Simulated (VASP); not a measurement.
Input:

```yaml
crystal:
  lattice:
    - [1.50242, -2.60227, 0.00000]
    - [1.50242, 2.60227, 0.00000]
    - [0.00000, 0.00000, 5.91455]
  atoms:
    - { symbol: Cd, position: [0.33333, 0.66667, 0.25000] }
    - { symbol: Cd, position: [0.66667, 0.33333, 0.75000] }
```

All values below come from PBE GGA, VASP's PBE PAW potentials (set 64) (plane waves; VASP). Run with PREC = Normal, EDIFF = 1E-5, 400 eV cut-off, 16×16×8 Γ-centred mesh, first-order Methfessel-Paxton smearing of 0.10 eV, potentials Cd.

Task: Give the stress tensor in GPa (positive for a compressed cell).

Result: 
```
-0.08   0.00   0.00
 0.00  -0.08   0.00
 0.00   0.00  -1.71
```
The pressure is its mean diagonal, -0.62 GPa.

The compound is Cd in the hcp structure. It was relaxed first, which changed the volume by +7 %.
